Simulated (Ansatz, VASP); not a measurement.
**CsTl in two plane-wave programs**

Wanted: the spread between two codes on one cell, functional and k mesh. The cell is generated by rule, not measured, and may not be a known phase. The cell is taken from a series of runs on this material, whose earlier steps may have relaxed, scaled, displaced or heated it; both programs get it as it stands.

Main program and level: Ansatz 0.2.0; plane waves, with VASP 6.6.1 beside it; PBE.

The structure was built from a prototype and need not be the compound's stable phase.

## 1. The starting structure

The structure is cubic, space group Fd-3m (No. 227). Conventional cell: a = 8.978 Å, b = 8.978 Å, c = 8.978 Å, α = 90.00°, β = 90.00°, γ = 90.00°. Nearest to Cs lie 4 Tl at 3.89 Å and 4 Cs at 3.89 Å. Nearest to Tl lie 4 Cs at 3.89 Å and 4 Tl at 3.89 Å. Farther neighbours are not listed.

As a file:

```
Cs Tl
1.0
     0.00000    4.48919    4.48919
     4.48919    0.00000    4.48919
     4.48919    4.48919    0.00000
Cs Tl
2 2
Direct
  0.75000 0.75000 0.75000
  0.50000 0.50000 0.50000
  0.00000 0.00000 0.00000
  0.25000 0.25000 0.25000
```

## 2. VASP: zone-centre phonons, PBE

Second derivatives magnify differences that forces hide, and they need a tight electronic threshold.

Lines of VASP's logs that name or quote its potential files are left out, and so is its time.

Contents of INCAR:

```
SYSTEM = CsTl
PREC = Accurate
ENCUT = 500
EDIFF = 1E-08
NELM = 120
ISMEAR = 1
SIGMA = 0.2
LREAL = .FALSE.
ALGO = Normal
GGA = PE
NBANDS = 28
LORBIT = 11
LWAVE = .FALSE.
LCHARG = .FALSE.
ISIF = 2
IBRION = 8
LASPH = .TRUE.
GGA_COMPAT = .FALSE.
KPAR = 2
```

Contents of POSCAR:

```
CsTl
1.0
    0.0000000000      4.4891882522      4.4891882522
    4.4891882522      0.0000000000      4.4891882522
    4.4891882522      4.4891882522      0.0000000000
Cs Tl
2 2
Direct
    0.7500000000      0.7500000000      0.7500000000
    0.5000000000      0.5000000000      0.5000000000
    0.0000000000      0.0000000000      0.0000000000
    0.2500000000      0.2500000000      0.2500000000
```

Contents of KPOINTS:

```
Automatic mesh
0
Gamma
8 8 8
0 0 0
```

PAW data sets: Cs_sv and Tl_d (PBE family, release 64).

The run is started by

```console
mpirun -np 2 vasp_std
```

Numbers of over 12 decimals in the logs are rounded to 6 here.

The program printed:

```text
[banner, memory and clock lines left out]
running    2 mpi-ranks, on    1 nodes
 distrk:  each k-point on    1 cores,    2 groups
 distr:  one band on    1 cores,    1 groups

 POSCAR found type information on POSCAR CsTl
 POSCAR found :  2 types and       4 ions
 LDA part: xc-table for (Slater+PW92), standard interpolation
 POSCAR, INCAR and KPOINTS ok, starting setup
 FFT: planning ... GRIDC
 FFT: planning ... GRID_SOFT
 FFT: planning ... GRID
 WAVECAR not read
 entering main loop
       N       E                     dE             d eps       ncg     rms          rms(c)
DAV:   1     0.267791106082E+03    0.26779E+03   -0.19832E+04  1640   0.130E+03
DAV:   2     0.114480915416E+02   -0.25634E+03   -0.25239E+03  1980   0.266E+02
DAV:   3    -0.612814777353E+01   -0.17576E+02   -0.17508E+02  1828   0.596E+01
DAV:   4    -0.634127202086E+01   -0.21312E+00   -0.21295E+00  1884   0.771E+00
DAV:   5    -0.634335142441E+01   -0.20794E-02   -0.20793E-02  1944   0.758E-01    0.149E+00
DAV:   6    -0.623208372385E+01    0.11127E+00   -0.12875E-01  1868   0.187E+00    0.847E-01
DAV:   7    -0.618718584010E+01    0.44898E-01   -0.16513E-01  1780   0.181E+00    0.460E-01
DAV:   8    -0.618825950753E+01   -0.10737E-02   -0.19167E-02  1836   0.492E-01    0.975E-02
DAV:   9    -0.618852868523E+01   -0.26918E-03   -0.12293E-03  1916   0.207E-01    0.264E-02
DAV:  10    -0.618849643497E+01    0.32250E-04   -0.74385E-05  1872   0.438E-02    0.110E-02
DAV:  11    -0.618849795431E+01   -0.15193E-05   -0.16043E-05  1892   0.190E-02    0.227E-03
DAV:  12    -0.618849781904E+01    0.13528E-06   -0.72041E-07  1844   0.373E-03    0.956E-04
DAV:  13    -0.618849824260E+01   -0.42356E-06   -0.16924E-07  1732   0.169E-03    0.224E-04
DAV:  14    -0.618849821702E+01    0.25581E-07   -0.12208E-08  1172   0.637E-04    0.846E-05
DAV:  15    -0.618849821930E+01   -0.22828E-08   -0.37669E-09  1060   0.277E-04
   1 F= -.61884982E+01 E0= -.61904875E+01  d E =0.596773E-02
 Linear response reoptimize wavefunctions to high precision
DAV:   1    -0.618849821436E+01    0.49463E-08   -0.53646E-10  1020   0.122E-04
DAV:   2    -0.618849821434E+01    0.13642E-10   -0.33917E-11  1004   0.285E-05
 Linear response DOF=           2
 Linear response progress:
  Degree of freedom:   1/  2
       N       E                     dE             d eps       ncg     rms          rms(c)
RMM:   1    -0.192793567296E+00   -0.19279E+00    0.12323E-01  9983   0.135E+00
RMM:   2    -0.194155212107E+00   -0.13616E-02   -0.56294E-03  8586   0.271E-01    0.154E-02
RMM:   3    -0.194236856241E+00   -0.81644E-04   -0.41123E-04  9174   0.520E-02    0.717E-03
RMM:   4    -0.194258438917E+00   -0.21583E-04   -0.44610E-05  9618   0.186E-02    0.277E-03
RMM:   5    -0.194265815995E+00   -0.73771E-05   -0.54561E-06  9494   0.501E-03    0.106E-03
RMM:   6    -0.194265919768E+00   -0.10377E-06   -0.65695E-07  9444   0.185E-03    0.209E-04
RMM:   7    -0.194263498992E+00    0.24208E-05   -0.10936E-07  9602   0.522E-04    0.672E-05
RMM:   8    -0.194263195615E+00    0.30338E-06   -0.43591E-08  9805   0.215E-04    0.218E-05
RMM:   9    -0.194263295140E+00   -0.99525E-07   -0.30630E-08  9739   0.127E-04    0.698E-06
RMM:  10    -0.194263397482E+00   -0.10234E-06   -0.17231E-08  9739   0.988E-05    0.246E-06
RMM:  11    -0.194263413955E+00   -0.16473E-07   -0.24871E-08  9362   0.910E-05    0.649E-07
RMM:  12    -0.194263423403E+00   -0.94472E-08   -0.22192E-08  8274   0.886E-05    0.234E-07
 first order change of Fermi-energy  -0.28329E-04
 force on displaced ion       1 direction 1 :  -1.254   0.000   0.000
 Linear response progress:
  Degree of freedom:   2/  2
       N       E                     dE             d eps       ncg     rms          rms(c)
RMM:   1    -0.344790010735E+00   -0.34479E+00   -0.23238E-01  8656   0.291E+00
RMM:   2    -0.346138532555E+00   -0.13485E-02   -0.38597E-03  8142   0.344E-01    0.204E-02
RMM:   3    -0.346016092085E+00    0.12244E-03   -0.15440E-04  9029   0.540E-02    0.120E-02
RMM:   4    -0.345850826429E+00    0.16527E-03   -0.19685E-05  9358   0.196E-02    0.270E-03
RMM:   5    -0.345834985679E+00    0.15841E-04   -0.18756E-06  9643   0.401E-03    0.173E-03
RMM:   6    -0.345821109625E+00    0.13876E-04   -0.69675E-07  9422   0.303E-03    0.446E-04
RMM:   7    -0.345816197528E+00    0.49121E-05   -0.66208E-08  9567   0.752E-04    0.209E-04
RMM:   8    -0.345813170212E+00    0.30273E-05   -0.60396E-08  9744   0.350E-04    0.380E-05
RMM:   9    -0.345813368971E+00   -0.19876E-06   -0.21424E-08 10029   0.129E-04    0.175E-05
RMM:  10    -0.345813324506E+00    0.44465E-07   -0.16801E-08  9970   0.873E-05    0.445E-06
RMM:  11    -0.345813355978E+00   -0.31472E-07   -0.85586E-09 10284   0.676E-05    0.144E-06
RMM:  12    -0.345813361805E+00   -0.58274E-08    0.28528E-10  9472   0.629E-05    0.369E-07
 first order change of Fermi-energy   0.28777E-04
 force on displaced ion       3 direction 1 :  -0.916  -0.000  -0.000
 Linear response finished
```

OUTCAR, selected parts (step 2):

```text
ion  position               nearest neighbor table
   1  0.750  0.750  0.750-
   2  0.500  0.500  0.500-
   3  0.000  0.000  0.000-   4 3.89   4 3.89   4 3.89   4 3.89
   4  0.250  0.250  0.250-   3 3.89   3 3.89   3 3.89   3 3.89

  LATTYP: Found a face centered cubic cell.
 ALAT       =     8.9783765044

 Subroutine GETGRP returns: Found 48 space group operations
 (whereof 24 operations were pure point group operations)

The static configuration has the point symmetry T_d .
 The point group associated with its full space group is O_h .

 Found     29 irreducible k-points:

   k-points           NKPTS =     29   k-points in BZ     NKDIM =     29   number of bands    NBANDS=     28

   dimension x,y,z NGX =    48 NGY =   48 NGZ =   48
   dimension x,y,z NGXF=    96 NGYF=   96 NGZF=   96

   ENCUT  =  500.0 eV  36.75 Ry    6.06 a.u.  11.58 11.58 11.58*2*pi/ulx,y,z

   NELECT =      44.0000    total number of electrons

 k-points in reciprocal lattice and weights: Automatic mesh
   0.00000000  0.00000000  0.00000000       0.002
   0.12500000  0.00000000  0.00000000       0.016
   0.25000000  0.00000000  0.00000000       0.016
   0.37500000  0.00000000  0.00000000       0.016
   0.50000000  0.00000000  0.00000000       0.008
   0.12500000  0.12500000  0.00000000       0.012
   0.25000000  0.12500000  0.00000000       0.047
   0.37500000  0.12500000  0.00000000       0.047
   0.50000000  0.12500000  0.00000000       0.047
[...]
-0.37500000  0.50000000  0.12500000       0.023
  -0.25000000  0.50000000  0.25000000       0.012

 average (electrostatic) potential at core
       1 -49.5785       2 -49.5785       3 -86.4389       4 -86.4389

  Total       -0.2805769     -0.2805769     -0.2805769      0.0000000      0.0000000      0.0000000
  in kB       -2.4844428     -2.4844428     -2.4844428      0.0000000      0.0000000      0.0000000
  external PRESSURE =      -2.4844428 kB  Pullay stress =       0.0000000 kB

  energy-cutoff  :      500.00
  volume of cell :      180.94
      direct lattice vectors                 reciprocal lattice vectors
     0.000000000  4.489188252  4.489188252    -0.111378711  0.111378711  0.111378711
     4.489188252  0.000000000  4.489188252     0.111378711 -0.111378711  0.111378711
     4.489188252  4.489188252  0.000000000     0.111378711  0.111378711 -0.111378711

 POSITION                                       TOTAL-FORCE (eV/Angst)
 -----------------------------------------------------------------------------------
      6.73378      6.73378      6.73378        -0.000000     -0.000000     -0.000000
      4.48919      4.48919      4.48919         0.000000      0.000000      0.000000
      0.00000      0.00000      0.00000         0.000000      0.000000      0.000000
      2.24459      2.24459      2.24459        -0.000000     -0.000000     -0.000000
 -----------------------------------------------------------------------------------
    total drift:                               -0.000000     -0.000000     -0.000000

 Eigenvectors and eigenvalues of the dynamical matrix
 ----------------------------------------------------

   1 f  =    1.958037 THz    12.302707 2PiTHz   65.313070 cm-1     8.097785 meV
             X         Y         Z           dx          dy          dz
      6.733782  6.733782  6.733782    -0.660626   -0.048305    0.000000
      4.489188  4.489188  4.489188     0.660626    0.048305   -0.000000
      0.000000  0.000000  0.000000     0.246808    0.018047    0.000000
      2.244594  2.244594  2.244594    -0.246808   -0.018047    0.000000

   2 f  =    1.958037 THz    12.302707 2PiTHz   65.313070 cm-1     8.097785 meV
             X         Y         Z           dx          dy          dz
      6.733782  6.733782  6.733782     0.000000    0.000000    0.662390
      4.489188  4.489188  4.489188    -0.000000   -0.000000   -0.662390
      0.000000  0.000000  0.000000    -0.000000    0.000000   -0.247467
      2.244594  2.244594  2.244594    -0.000000   -0.000000    0.247467

   3 f  =    1.958037 THz    12.302707 2PiTHz   65.313070 cm-1     8.097785 meV
             X         Y         Z           dx          dy          dz
      6.733782  6.733782  6.733782    -0.048305    0.660626   -0.000000
      4.489188  4.489188  4.489188     0.048305   -0.660626   -0.000000
      0.000000  0.000000  0.000000     0.018047   -0.246808    0.000000
      2.244594  2.244594  2.244594    -0.018047    0.246808   -0.000000

   4 f  =    1.351029 THz     8.488765 2PiTHz   45.065472 cm-1     5.587404 meV
             X         Y         Z           dx          dy          dz
      6.733782  6.733782  6.733782    -0.277523   -0.463593   -0.106094
      4.489188  4.489188  4.489188    -0.277523   -0.463593   -0.106094
      0.000000  0.000000  0.000000     0.223594    0.373506    0.085477
      2.244594  2.244594  2.244594     0.223594    0.373506    0.085477

   5 f  =    1.351029 THz     8.488765 2PiTHz   45.065472 cm-1     5.587404 meV
             X         Y         Z           dx          dy          dz
      6.733782  6.733782  6.733782     0.050064    0.093675   -0.540288
      4.489188  4.489188  4.489188     0.050064    0.093675   -0.540288
      0.000000  0.000000  0.000000    -0.040336   -0.075472    0.435298
      2.244594  2.244594  2.244594    -0.040336   -0.075472    0.435298

   6 f  =    1.351029 THz     8.488765 2PiTHz   45.065472 cm-1     5.587404 meV
             X         Y         Z           dx          dy          dz
      6.733782  6.733782  6.733782     0.472935   -0.281957   -0.005062
      4.489188  4.489188  4.489188     0.472935   -0.281957   -0.005062
      0.000000  0.000000  0.000000    -0.381033    0.227166    0.004079
      2.244594  2.244594  2.244594    -0.381033    0.227166    0.004079

   7 f  =    1.069462 THz     6.719631 2PiTHz   35.673428 cm-1     4.422939 meV
             X         Y         Z           dx          dy          dz
      6.733782  6.733782  6.733782     0.183665   -0.043691    0.159995
      4.489188  4.489188  4.489188    -0.183665    0.043691   -0.159995
      0.000000  0.000000  0.000000     0.491611   -0.116947    0.428255
      2.244594  2.244594  2.244594    -0.491611    0.116947   -0.428255

   8 f  =    1.069462 THz     6.719631 2PiTHz   35.673428 cm-1     4.422939 meV
             X         Y         Z           dx          dy          dz
      6.733782  6.733782  6.733782    -0.147199    0.067053    0.187287
      4.489188  4.489188  4.489188     0.147199   -0.067053   -0.187287
      0.000000  0.000000  0.000000    -0.394005    0.179479    0.501306
      2.244594  2.244594  2.244594     0.394005   -0.179479   -0.501306

   9 f  =    1.069462 THz     6.719631 2PiTHz   35.673428 cm-1     4.422939 meV
             X         Y         Z           dx          dy          dz
      6.733782  6.733782  6.733782    -0.076418   -0.234169    0.023777
      4.489188  4.489188  4.489188     0.076418    0.234169   -0.023777
      0.000000  0.000000  0.000000    -0.204546   -0.626794    0.063642
      2.244594  2.244594  2.244594     0.204546    0.626794   -0.063642

  10 f/i=    0.000581 THz     0.003648 2PiTHz    0.019369 cm-1     0.002401 meV
             X         Y         Z           dx          dy          dz
      6.733782  6.733782  6.733782    -0.422002   -0.066323    0.119679
      4.489188  4.489188  4.489188    -0.422002   -0.066323    0.119679
      0.000000  0.000000  0.000000    -0.523785   -0.082319    0.148544
      2.244594  2.244594  2.244594    -0.523785   -0.082319    0.148544

  11 f/i=    0.000581 THz     0.003648 2PiTHz    0.019369 cm-1     0.002401 meV
             X         Y         Z           dx          dy          dz
      6.733782  6.733782  6.733782    -0.086288    0.430139   -0.065891
      4.489188  4.489188  4.489188    -0.086288    0.430139   -0.065891
      0.000000  0.000000  0.000000    -0.107100    0.533885   -0.081784
      2.244594  2.244594  2.244594    -0.107100    0.533885   -0.081784

  12 f/i=    0.000581 THz     0.003648 2PiTHz    0.019369 cm-1     0.002401 meV
             X         Y         Z           dx          dy          dz
      6.733782  6.733782  6.733782    -0.106188   -0.085957   -0.422070
      4.489188  4.489188  4.489188    -0.106188   -0.085957   -0.422070
      0.000000  0.000000  0.000000    -0.131800   -0.106689   -0.523869
      2.244594  2.244594  2.244594    -0.131800   -0.106689   -0.523869

 ELASTIC MODULI CONTR FROM IONIC RELAXATION (kBar)
 Direction    XX          YY          ZZ          XY          YZ          ZX
 --------------------------------------------------------------------------------
 XX          -0.0000      0.0000      0.0000     -0.0000      0.0000     -0.0000
 YY           0.0000     -0.0000     -0.0000     -0.0000     -0.0000      0.0000
 ZZ           0.0000     -0.0000     -0.0000      0.0000     -0.0000     -0.0000
 XY          -0.0000     -0.0000      0.0000   -111.1059      0.0000      0.0000
 YZ           0.0000     -0.0000     -0.0000      0.0000   -111.1059     -0.0000
 ZX          -0.0000      0.0000     -0.0000      0.0000     -0.0000   -111.1059
 --------------------------------------------------------------------------------
```

(Continued in part 2 of 2.)

[Lines on the potential files, build, host, timing and source positions are cut from VASP's logs without a mark.]

[Logs are printed without paths, hosts, clocks, repeated set-up lines and the standing remarks that a program may print on its own settings, such as how far it seeks lower states.]

[Hosts, paths, dates, database ids (printed as entryN), source tags and the programs' standing remarks are cut or masked in the printed files.]
